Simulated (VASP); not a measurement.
A calculation with VASP 6.6.1 of MnHg (ASE script, Cartesian positions):

Contents of run.py:

```python
from ase.calculators.vasp import Vasp
from ase.dft.bandgap import bandgap
from ase.io import read

atoms = read('MnHg.xyz')
atoms.set_initial_magnetic_moments([0.0, 4.0])
calc = Vasp(
    directory='calc',
    xc='pbesol',
    pp='PBE',
    setups='materialsproject',
    prec='Accurate',
    encut=520,
    ediff=1e-06,
    ismear=0,
    sigma=0.05,
    lreal=False,
    lasph=True,
    nelm=150,
    algo='Normal',
    isif=2,
    lwave=False,
    lcharg=True,
    ispin=2,
    lorbit=11,
    lmaxmix=4,
    lelf=True,
    lvhar=True,
    kpts=[8, 8, 8],
    gamma=True,
)
atoms.calc = calc

print('energy (eV):', atoms.get_potential_energy())
print('free energy (eV):', atoms.get_potential_energy(force_consistent=True))
print('forces (eV/A):')
print(atoms.get_forces())
print('stress (eV/A^3, Voigt):', atoms.get_stress())
print('Fermi level (eV):', calc.get_fermi_level())
print('moment (muB):', atoms.get_magnetic_moment())
print('site moments (muB):', atoms.get_magnetic_moments())
gap, top, bottom = bandgap(calc)
print('band gap (eV):', gap, 'from (spin, k, band)', top, 'to', bottom)
```

File MnHg.xyz:

```xyz
2
Lattice="3.2880000000 0.0000000000 0.0000000000 0.0000000000 3.2880000000 0.0000000000 0.0000000000 0.0000000000 3.3130000000" Properties=species:S:1:pos:R:3 pbc="T T T"
Hg     0.0000000000      0.0000000000      0.0000000000
Mn     1.6440000000      1.6440000000      1.6565000000
```

Potentials or basis: VASP PAW PBE potentials, release 64 (Hg, Mn_pv).

Run with:

```console
$ python run.py
```

Task: Write the same calculation in another form: native input, structure from a POSCAR.

Result: As run:

Contents of INCAR:

```
PREC = Accurate
ENCUT = 520
EDIFF = 1E-6
ISMEAR = 0
SIGMA = 0.05
LREAL = F
LASPH = T
NELM = 100
ALGO = Fast
ISIF = 2
LWAVE = F
LCHARG = T
ISPIN = 2
MAGMOM = 0 4
LORBIT = 11
LMAXMIX = 4
GGA = PS
LELF = T
LVHAR = T
```

The input KPOINTS:

```
Automatic mesh
0
Gamma
  8 8 8
```

POSCAR

```
MnHg
3.288
    1.000000000000      0.000000000000      0.000000000000
    0.000000000000      1.000000000000      0.000000000000
    0.000000000000      0.000000000000      1.007603406326
Hg Mn
1 1
Direct
    0.0000000000      0.0000000000      0.0000000000
    0.5000000000      0.5000000000      0.5000000000
```

Potentials or basis: VASP PAW PBE potentials, release 64 (Hg, Mn_pv).

Launch:

```sh
$ cat potpaw_PBE.64/Hg/POTCAR potpaw_PBE.64/Mn_pv/POTCAR > POTCAR
$ mpirun -np 1 vasp_std > vasp.out
```

Both were run:

|  | ASE script, Cartesian positions | native input, structure from a POSCAR |
| --- | --- | --- |
| Pressure | -2.9 GPa | -2.9 GPa |
| Band gap on the k mesh | none (metal or under the smearing width) | none (metal or under the smearing width) |
| Net moment | 3.91 μB per cell | 3.91 μB per cell |
| Site moments | Hg -0.05; Mn +3.81 μB | Hg -0.05; Mn +3.81 μB |
| Valence electrons inside the program's atomic spheres | Hg 10.60; Mn 11.41 | Hg 10.60; Mn 11.41 |

Keys that steer only the numerical path or the files written may differ.

Caveat: the PAW data sets were made with another functional, which shifts forces and pressure a little.
